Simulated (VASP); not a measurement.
Input:

```xyz
71
Lattice="4.8683 -8.4322 0.0000 4.8683 8.4322 0.0000 0.0000 0.0000 10.5563" Properties=species:S:1:pos:R:3 pbc="T T T"
Ga     1.6212    -0.9475     2.6257
Ga     1.6204     0.9351    10.5432
Ga     1.6248    -0.9425     7.9262
Ga     1.5898     0.9241     5.2874
Ga     3.2272     1.8830     2.5312
Ga     3.2456     3.7476    10.5430
Ga     3.2449     1.8737     7.8959
Ga     3.2386     3.7809     5.2865
Ga     4.8741     4.6882     2.6254
Ga     4.8686     6.5569    10.5525
Ga     4.8737     4.6835     7.9257
Ga     4.8704     6.5558     5.2909
Ga     3.2444    -3.7499     2.6327
Ga     3.2478    -1.8721    10.5550
Ga     3.2465    -3.7497     7.9324
Ga     3.2325    -1.8664     5.3004
Ga     4.8623    -0.9191     2.6355
Ga     4.8649     0.9362    10.5397
Ga     4.8705    -0.9667     7.9090
Ga     6.4710     1.8664     2.6352
Ga     6.4891     3.7421    10.5544
Ga     6.5165     1.8845     7.9084
Ga     6.4774     3.7530     5.3004
Ga     4.8476    -6.5469     2.6251
Ga     4.8660    -4.6848    10.5521
Ga     4.8721    -6.5529     7.9276
Ga     4.8513    -4.6765     5.3005
Ga     6.4688    -3.7374     2.6251
Ga     6.4890    -1.8703    10.5528
Ga     6.4867    -3.7566     7.9279
Ga     6.5315    -1.8757     5.3051
Ga     8.1149    -0.9393     2.6285
Ga     8.1072     0.9355    10.5536
Ga     8.1226    -0.9438     7.9393
Ga     8.1345     0.9009     5.3055
N      1.6344    -0.9231     4.6200
N      1.6118     0.9385     2.0032
N      1.6241    -0.9329     9.9101
N      1.6336     0.9376     7.2506
N      3.2361     3.7536     2.0028
N      3.2508     1.8689     9.8804
N      3.2496     3.7367     7.2504
N      4.8620     4.6663     4.6195
N      4.8683     6.5562     1.9871
N      4.8648     4.6795     9.9096
N      4.8726     6.5551     7.2690
N      3.2353    -3.7432     4.6292
N      3.2562    -1.8671     2.0029
N      3.2409    -3.7470     9.9144
N      3.2468    -1.8749     7.2690
N      4.8779    -0.7806     4.6916
N      4.8474     0.9470     1.9935
N      4.8683    -0.9242     9.8852
N      4.8898     0.9233     7.0890
N      6.3583     1.7848     4.6916
N      6.4876     3.7317     2.0032
N      6.4774     1.8648     9.8852
N      6.4922     3.7446     7.2685
N      4.8581    -6.5483     4.6227
N      4.8628    -4.6834     1.9854
N      4.8688    -6.5637     9.9114
N      4.8667    -4.6856     7.2757
N      6.4763    -3.7462     4.6233
N      6.4739    -1.8597     2.0007
N      6.4950    -3.7483     9.9117
N      6.4989    -1.8798     7.2727
N      8.1239    -0.9442     4.6213
N      8.0919     0.9421     2.0021
N      8.1129    -0.9377     9.9183
N      8.1213     0.9301     7.2728
Si     5.0005     0.8586     5.3379
```
Cell charge +1.

All values below come from HSE06 screened hybrid, VASP's PBE PAW potentials (set 64) (plane waves; VASP). Run with PREC = Normal, LREAL = Auto, ISYM = 0, NELECT = 283.0, EDIFF = 1E-5, 400 eV cut-off, 1×1×1 Γ-centred mesh, Gaussian smearing of 0.050 eV, potentials Ga N Si. Starting moments (MAGMOM): 71*0.0141. The cell's moment is fixed (NUPDOWN = 1).

The cell is charged, with a uniform compensating background. The supercell is sampled at Γ alone, which is coarse: total energies, pressure and levels can be off, energies of defects by several tenths of an eV.

Problem. What does the run give for the cell moment, energy per atom (σ→0)?

Solution. 
```json
{
 "cell_moment": "1.00 μB",
 "energy per atom (σ→0)": "-7.349 eV/atom"
}
```

Total energies compare only between runs with the same potentials, cut-off and functional.

The cell is a supercell with a defect, built from GaN (wurtzite): Si_Ga-vac_N, charge +1. The cell's shape comes from a PBE relaxation.
